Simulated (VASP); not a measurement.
These are PBE GGA + U (Dudarev), VASP's PBE PAW potentials (set 64) (plane waves; VASP) values and carry that method's errors.

The input files of a VASP run:

**POSCAR**
```
FeO
1
    4.3300000000     2.1650000000     2.1650000000
    2.1650000000     4.3300000000     2.1650000000
    2.1650000000     2.1650000000     4.3300000000
Fe O
2 2
Direct
  0.0000000000   0.0000000000   0.0000000000
  0.5000000000   0.5000000000   0.5000000000
  0.2500000000   0.2500000000   0.2500000000
  0.7500000000   0.7500000000   0.7500000000
```

### KPOINTS
```
Automatic mesh
0
Gamma
8 8 8
0 0 0
```

INCAR:
```
SYSTEM = FeO
PREC = Accurate; ENCUT = 520; LREAL = .FALSE.
LASPH = .TRUE.
EDIFF = 1E-6; NELM = 100; ALGO = Normal
LMAXMIX = 4
ISMEAR = 0; SIGMA = 0.05
GGA = PE
MAGMOM = 4.0 -4.0 0.0 0.0
ISPIN = 2
LDAUL = 2 -1
LDAUU = 3.0 0
LDAUJ = 0 0
LDAU = .TRUE.; LDAUTYPE = 2; LDAUPRINT = 1
ISIF = 2
LWAVE = .FALSE.; LCHARG = .FALSE.; LORBIT = 10
```

POTCAR, in this order: Fe O (PBE.64 set). Program: vasp_std.

What VASP printed:

**OSZICAR**
```
       N       E                     dE             d eps       ncg     rms          rms(c)
DAV:   1     0.259207270075E+03    0.25921E+03   -0.14046E+04  4704   0.187E+03
DAV:   2     0.129463510000E+02   -0.24626E+03   -0.23895E+03  4692   0.399E+02
DAV:   3    -0.302714479540E+02   -0.43218E+02   -0.41754E+02  7376   0.174E+02
DAV:   4    -0.320949099859E+02   -0.18235E+01   -0.17686E+01  6554   0.366E+01
DAV:   5    -0.321365406315E+02   -0.41631E-01   -0.41132E-01  6642   0.474E+00    0.231E+01
DAV:   6    -0.274428600713E+02    0.46937E+01   -0.81080E+01  7794   0.124E+02    0.288E+01
DAV:   7    -0.266605184692E+02    0.78234E+00   -0.72717E+00  6758   0.622E+01    0.143E+01
DAV:   8    -0.267796600173E+02   -0.11914E+00   -0.21628E+00  7244   0.153E+01    0.896E+00
DAV:   9    -0.267911808671E+02   -0.11521E-01   -0.50428E-01  7580   0.684E+00    0.115E+00
DAV:  10    -0.268338576102E+02   -0.42677E-01   -0.12114E-01  7870   0.571E+00    0.445E-01
DAV:  11    -0.268422265032E+02   -0.83689E-02   -0.13761E-02  6880   0.168E+00    0.261E-01
DAV:  12    -0.268447704040E+02   -0.25439E-02   -0.30735E-03  7068   0.910E-01    0.126E-01
DAV:  13    -0.268456053768E+02   -0.83497E-03   -0.20085E-03  6620   0.359E-01    0.525E-02
DAV:  14    -0.268456113596E+02   -0.59828E-05   -0.53075E-05  5178   0.118E-01    0.224E-02
DAV:  15    -0.268456162400E+02   -0.48804E-05   -0.19900E-05  7226   0.446E-02    0.108E-02
DAV:  16    -0.268456188039E+02   -0.25639E-05   -0.38172E-06  4706   0.241E-02    0.363E-03
DAV:  17    -0.268456187975E+02    0.63624E-08   -0.63419E-07  2566   0.147E-02
   1 F= -.26845619E+02 E0= -.26843000E+02  d E =-.523730E-02  mag=     0.0000
```

OUTCAR:
```
------------------------ aborting loop because EDIFF is reached ----------------------------------------
  FORCE on cell =-STRESS in cart. coord.  units (eV):
  Direction    XX          YY          ZZ          XY          YZ          ZX
  --------------------------------------------------------------------------------------
  Total       -0.0890949     -0.0890949     -0.0890949      0.5241589      0.5241589      0.5241589
  in kB       -3.5166541     -3.5166541     -3.5166541     20.6890176     20.6890176     20.6890176
  external PRESSURE =      -3.5166541 kB  Pullay stress =       0.0000000 kB
  volume of cell :       40.59
      direct lattice vectors                 reciprocal lattice vectors
     4.330000000  2.165000000  2.165000000     0.346420323 -0.115473441 -0.115473441
     2.165000000  4.330000000  2.165000000    -0.115473441  0.346420323 -0.115473441
     2.165000000  2.165000000  4.330000000    -0.115473441 -0.115473441  0.346420323
 POSITION                                       TOTAL-FORCE (eV/Angst)
 -----------------------------------------------------------------------------------
      0.00000      0.00000      0.00000        -0.000000     -0.000000      0.000000
      4.33000      4.33000      4.33000        -0.000000      0.000000      0.000000
      2.16500      2.16500      2.16500         0.000000     -0.000000      0.000000
      6.49500      6.49500      6.49500        -0.000000     -0.000000     -0.000000
 -----------------------------------------------------------------------------------
    total drift:                                0.000000     -0.000000     -0.000000
  FREE ENERGIE OF THE ION-ELECTRON SYSTEM (eV)
  ---------------------------------------------------
  free  energy   TOTEN  =       -26.8456187975 eV

  energy  without entropy=      -26.8403814941  energy(sigma->0) =      -26.84300015

 total charge

# of ion       s       p       d       tot
------------------------------------------
    1        0.285   0.352   6.105   6.741
    2        0.285   0.352   6.105   6.741
    3        1.557   3.442   0.000   4.998
    4        1.557   3.442   0.000   4.998
--------------------------------------------------
tot          3.684   7.586  12.209  23.479

 magnetization (x)

# of ion       s       p       d       tot
------------------------------------------
    1        0.008   0.008   3.639   3.655
    2       -0.008  -0.008  -3.639  -3.655
    3        0.000   0.000   0.000   0.000
    4        0.000   0.000   0.000   0.000
--------------------------------------------------
tot          0.000   0.000   0.000   0.000
```
(Selected blocks of OUTCAR.)

The compound is FeO in the rock salt, AFM-II order structure. The cell was not relaxed at this level. The k-mesh is coarse (spacing up to 0.30 per Å, 2π included), so the numbers may not be converged in it. The run is one of a series of settings (LDAU = .TRUE., LDAUJ = 0 0, LDAUL = 2 -1, LDAUTYPE = 2, LDAUU = 3.0 0 against the base run), some of them coarse on purpose. A gapless solution with U can be a metastable orbital state.
